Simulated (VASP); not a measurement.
Here is the system:

```
CELL_PARAMETERS angstrom
     -1.65000     1.65000     1.65000
      1.65000    -1.65000     1.65000
      1.65000     1.65000    -1.65000
ATOMIC_POSITIONS crystal
  Ta 0.00000 0.00000 0.00000
```

These are TPSS meta-GGA, VASP's PBE PAW potentials (set 64) (plane waves; VASP 6.6.1) values and carry that method's errors. Settings: 520 eV cut-off, 17×17×17 Γ-centred mesh, tetrahedra with Blöchl corrections, potentials Ta_pv.

Unless said otherwise, spin-orbit coupling is left out, though it shifts the bands of the heavy elements here.

Task: Predict the energy per atom (σ→0), band gap (over mesh and band path) with the smallest direct gap where there is one.

Result: 
| Item | Result |
|---|---|
| band gap (over mesh and band path) | none (metal, semimetal or under 0.01 eV) |
| energy per atom (σ→0) | -1295.9 kJ/mol of atoms |

Total energies compare only between runs with the same potentials, cut-off and functional.

The compound is Ta in the bcc structure. The cell was not relaxed at this level.
